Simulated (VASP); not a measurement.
## Ni: a series in a change of volume

How do stress and energy of Ni follow a change of volume?

Program: VASP 6.6.1. Level of theory: PBEsol, spin-polarised from a ferromagnetic start (one magnetic atom a cell); plane waves and PAW (Ni), in the first sound run; inputs show where later runs differ. Results are calculated unless marked as measured.

## Step 1: The starting structure

It takes space group Fm-3m (No. 225, cubic). The conventional cell has a = 3.520 Å, b = 3.520 Å, c = 3.520 Å, α = 90.00°, β = 90.00°, γ = 90.00°. Nearest to Ni lie 12 Ni at 2.49 Å.

## Step 2: Relax the crystal, PBEsol

The series starts from the cell that this level prefers, so that zero strain is near zero stress.

This step took 2 runs in a row; the last is shown.

Level: PBEsol, spin-polarised from a ferromagnetic start (one magnetic atom a cell); plane waves and PAW (Ni).

Input file INCAR:

```
SYSTEM = Ni
PREC = Accurate
ENCUT = 450
EDIFF = 1E-07
NELM = 120
ISMEAR = 1
SIGMA = 0.15
LREAL = .FALSE.
ALGO = Normal
GGA = PS
NBANDS = 12
ISPIN = 2
MAGMOM = 1.6
LASPH = .TRUE.
LMAXMIX = 4
LORBIT = 11
LWAVE = .FALSE.
LCHARG = .FALSE.
KPAR = 8
IBRION = 2
NSW = 40
ISIF = 3
EDIFFG = -0.005
POTIM = 0.4
```

Input file POSCAR:

```
Ni
1.0
    0.0000000000      1.7310045154      1.7310045154
    1.7310045154      0.0000000000      1.7310045154
    1.7310045154      1.7310045154      0.0000000000
Ni
1
Direct
    0.0000000000      0.0000000000      0.0000000000
```

Input file KPOINTS:

```
Automatic mesh
0
Gamma
29 29 29
0 0 0
```

The projector-augmented-wave data sets are Ni (PBE family, release 64).

The run is started by

```
mpirun -np 8 vasp_std
```

The program printed:

```text
[banner, memory and clock lines left out]
running    8 mpi-ranks, on    1 nodes
[...]
|                                                                             |
|           W    W    AA    RRRRR   N    N  II  N    N   GGGG   !!!           |
|           W    W   A  A   R    R  NN   N  II  NN   N  G    G  !!!           |
|           W    W  A    A  R    R  N N  N  II  N N  N  G       !!!           |
|           W WW W  AAAAAA  RRRRR   N  N N  II  N  N N  G  GGG   !            |
|           WW  WW  A    A  R   R   N   NN  II  N   NN  G    G                |
|           W    W  A    A  R    R  N    N  II  N    N   GGGG   !!!           |
|                                                                             |
|     For optimal performance we recommend to set                             |
|       NCORE = 2 up to number-of-cores-per-socket                            |
|     NCORE specifies how many cores store one orbital (NPAR=cpu/NCORE).      |
|     This setting can greatly improve the performance of VASP for DFT.       |
[...]
DAV:   3    -0.613501191908E+01    0.33034E-04   -0.21698E-04 41460   0.192E-01    0.142E-02
DAV:   4    -0.613500982195E+01    0.20971E-05   -0.14993E-06 37720   0.900E-03    0.822E-03
DAV:   5    -0.613500948837E+01    0.33358E-06   -0.54898E-07 39548   0.463E-03    0.158E-03
DAV:   6    -0.613500942523E+01    0.63138E-07   -0.29457E-08 18024   0.138E-03
   2 F= -.61350094E+01 E0= -.61347827E+01  d E =-.148886E-05  mag=     0.6220
 trial-energy change:   -0.000001  1 .order   -0.000001   -0.000005    0.000004
 step:   0.6828(harm=  0.5675)  dis= 0.00000  next Energy=    -6.135010 (dE=-0.212E-05)
[...]
N       E                     dE             d eps       ncg     rms          rms(c)
DAV:   1    -0.613502146427E+01   -0.11976E-04   -0.14984E-04 41660   0.174E-01    0.286E-02
DAV:   2    -0.613501342695E+01    0.80373E-05   -0.14955E-04 41884   0.151E-01    0.153E-02
DAV:   3    -0.613501014045E+01    0.32865E-05   -0.21905E-05 41388   0.610E-02    0.453E-03
DAV:   4    -0.613500990102E+01    0.23943E-06   -0.14889E-07 29772   0.287E-03    0.262E-03
DAV:   5    -0.613500986443E+01    0.36586E-07   -0.57507E-08 17460   0.149E-03
   3 F= -.61350099E+01 E0= -.61347837E+01  d E =-.192805E-05  mag=     0.6221
[...]
reached required accuracy - stopping structural energy minimisation
```

It took 23 s on 8 MPI ranks of Intel Xeon 6975P-C (Granite Rapids), shared host; peak memory 1.7 GiB; 2.4 min of CPU time.

Lines that name or quote the potential files are left out of all logs, and their timing lines are given in words.

Parts of OUTCAR (step 2):

```text
  Total        0.0016854      0.0016854      0.0016854      0.0000000      0.0000000     -0.0000000
  in kB        0.2604535      0.2604535      0.2604535      0.0000000      0.0000000     -0.0000000
  external PRESSURE =       0.2604535 kB  Pullay stress =       0.0000000 kB

 POSITION                                       TOTAL-FORCE (eV/Angst)
 -----------------------------------------------------------------------------------
      0.00000      0.00000     -0.00000         0.000000     -0.000000     -0.000000
 -----------------------------------------------------------------------------------
    total drift:                                0.000000      0.000000     -0.000000

  FREE ENERGIE OF THE ION-ELECTRON SYSTEM (eV)
  ---------------------------------------------------
  free  energy   TOTEN  =        -6.1350098644 eV

  energy  without entropy=       -6.1343314839  energy(sigma->0) =       -6.13478374

 reached required accuracy - stopping structural energy minimisation

 magnetization (x)
# of ion       s       p       d       tot
------------------------------------------
    1       -0.006  -0.024   0.658   0.627

[... 3 further parts left out ...]
[key lines of the parts left out:]
E-fermi :   9.8898
```

Read from the output:

* energy(sigma→0) of the program: -6.1348 eV
* stress, compression positive: xx, yy, zz 0.03, 0.03, 0.03 GPa
* volume: 10.368 Å³
* ionic steps: 3

## Step 3: Relax at fixed volume, PBEsol

One member in full: the volume is scaled by 0.99, and the cell is held.

Level: PBEsol, spin-polarised from a ferromagnetic start (one magnetic atom a cell); plane waves and PAW (Ni).

Edit INCAR of step 2 so:

```diff
@@ -18,7 +18,8 @@
 LCHARG = .FALSE.
-KPAR = 8
+KPAR = 2
 IBRION = 2
 NSW = 40
-ISIF = 3
-EDIFFG = -0.005
+ISIF = 2
+EDIFFG = -0.004
 POTIM = 0.4
+MAXMIX = 40
```

Input file POSCAR:

```
Ni
1.0
    0.0000000000      1.7249044408      1.7249044408
    1.7249044408      0.0000000000      1.7249044408
    1.7249044408      1.7249044408      0.0000000000
Ni
1
Direct
    0.0000000000      0.0000000000      0.0000000000
```

KPOINTS is that of step 2.

The run is started by

```
mpirun -np 2 vasp_std
```

The program printed:

```text
[banner, memory and clock lines left out]
running    2 mpi-ranks, on    1 nodes
[...]
[... a notice as in an earlier step ...]

 LDA part: xc-table for (Slater+PW92), standard interpolation
 POSCAR, INCAR and KPOINTS ok, starting setup
[...]
entering main loop
       N       E                     dE             d eps       ncg     rms          rms(c)
DAV:   1     0.274816393256E+02    0.27482E+02   -0.40947E+03 34220   0.969E+02
DAV:   2    -0.629175042253E+01   -0.33773E+02   -0.31588E+02 35004   0.162E+02
DAV:   3    -0.725279432602E+01   -0.96104E+00   -0.95517E+00 37380   0.306E+01
DAV:   4    -0.726007454449E+01   -0.72802E-02   -0.72788E-02 37628   0.235E+00
[...]
DAV:  12    -0.613411596093E+01   -0.14824E-05   -0.76059E-06 47920   0.173E-02    0.830E-03
DAV:  13    -0.613411546111E+01    0.49982E-06   -0.86222E-08 25412   0.348E-03    0.995E-04
DAV:  14    -0.613411541684E+01    0.44265E-07   -0.96831E-09 18588   0.116E-03
   1 F= -.61341154E+01 E0= -.61338688E+01  d E =-.613412E+01  mag=     0.6178
[...]
reached required accuracy - stopping structural energy minimisation
```

Elapsed: 40 s, on 2 MPI ranks; peak memory 0.41 GiB; 62 s of CPU time.

OUTCAR, selected parts (step 3):

```text
  Total        0.1511410      0.1511410      0.1511410      0.0000000     -0.0000000      0.0000000
  in kB       23.5921693     23.5921693     23.5921693      0.0000000     -0.0000000      0.0000000
  external PRESSURE =      23.5921693 kB  Pullay stress =       0.0000000 kB

 POSITION                                       TOTAL-FORCE (eV/Angst)
 -----------------------------------------------------------------------------------
      0.00000      0.00000      0.00000         0.000000      0.000000      0.000000
 -----------------------------------------------------------------------------------
    total drift:                                0.000000     -0.000000     -0.000000

  FREE ENERGIE OF THE ION-ELECTRON SYSTEM (eV)
  ---------------------------------------------------
  free  energy   TOTEN  =        -6.1341154168 eV

  energy  without entropy=       -6.1333756817  energy(sigma->0) =       -6.13386884

 magnetization (x)
# of ion       s       p       d       tot
------------------------------------------
    1       -0.006  -0.024   0.653   0.622

[... 2 parts as in an earlier step ...]

[... 2 further parts left out ...]
[key lines of the parts left out:]
E-fermi :  10.0397
```

Numbers from this step:

- energy(sigma→0) of the program: -6.1339 eV
- stress, compression positive: xx, yy, zz 2.36, 2.36, 2.36 GPa
- ionic steps: 1

## Step 4: The table

The other members went through these steps as far as the tables show, with the same cutoff and, step by step, the same mesh; 9 runs are not shown. The session took 0.32 core hours (wall time by ranks) on a shared machine.

```
volume over the relaxed volume  volume (Å³/atom)  pressure (GPa)  energy above the unstrained row, extrapolated to no smearing (meV/atom)
                         0.940             9.746          16.337                                                                   30.730
                         0.960             9.953          10.254                                                                   13.344
                         0.980            10.161           4.841                                                                    3.370
                         0.990            10.264           2.359                                                                    0.904
                             1            10.368           0.016                                                                    0.000
                         1.010            10.472          -2.193                                                                    0.562
                         1.020            10.575               ?                                                                        ?
                         1.040            10.783          -8.106                                                                   10.285
                         1.060            10.990         -11.509                                                                   22.747
```

## Step 5: Stress from the known rows

A least-squares cubic through the 8 rows shown, with u the logarithm of the volume ratio: pressure = − 640.3 u³ + 546.6 u² − 227.5 u + 0.01604 (GPa), r.m.s. residual 0.0016 GPa.

At u = 0.01980 this predicts -4.279 GPa.

## Step 6: Checking the prediction

The calculation gives -4.279 GPa, so the prediction is right to the last digit shown.

A cubic of the pressure in ln(V/V₀) through all rows has the slope −B at V₀: B = 227 GPa, and its curvature gives B′ = 4.8.

## Step 7: Summary of results

```yaml
error_of_the_predicted_pressure: 0.000 GPa
bulk_modulus: 227 GPa
```

The slope of the energy gives 0.24 GPa at the relaxed volume where the pressure column has 0.02 GPa, a mark of the finite basis or of the smearing. These are static values: temperature and zero-point motion are left out. In a metal the slopes also depend on mesh and smearing, which were held through the series.

[Lines on the potential files, build, host, timing and source positions are cut from VASP's logs without a mark.]

[Logs are printed without paths, hosts, clocks, repeated set-up lines and the standing remarks that a program may print on its own settings, such as how far it seeks lower states.]

[Hosts, paths, dates, database ids (printed as entryN), source tags and the programs' standing remarks are cut or masked in the printed files.]

[In band tables of VASP the shares of atoms and orbitals are scaled to a sum of 1 inside the atoms' spheres.]
